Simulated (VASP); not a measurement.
Here is the system:

```
MoSi2
1.0
   -1.50749     1.50749     3.73566
    1.50749    -1.50749     3.73566
    1.50749     1.50749    -3.73566
Si Mo
2 1
Direct
  0.66671   0.66671   0.00000
  0.33329   0.33329   0.00000
  0.00000   0.00000   0.00000
```

Method: LDA (Ceperley-Alder, Perdew-Zunger), VASP's LDA PAW potentials (set 64) (plane waves; VASP). Settings: 500 eV cut-off, 14×14×14 Γ-centred mesh, first-order Methfessel-Paxton smearing of 0.10 eV, potentials Si Mo_sv.

Question: Estimate the energy per atom (σ→0), pressure, band gap (on the k-mesh) with the smallest direct gap where there is one.

Answer: 
```
Item                                                        Result
------------------------  ----------------------------------------
band gap (on the k-mesh)  none (metal, semimetal or under 0.01 eV)
energy per atom (σ→0)                               -8.386 eV/atom
pressure                                                 44.92 GPa
```

The absolute energy has meaning only against runs of the same code, potentials and settings.

The compound is MoSi2 in the MoSi2 type structure. It was relaxed first under an external pressure of 45 GPa.
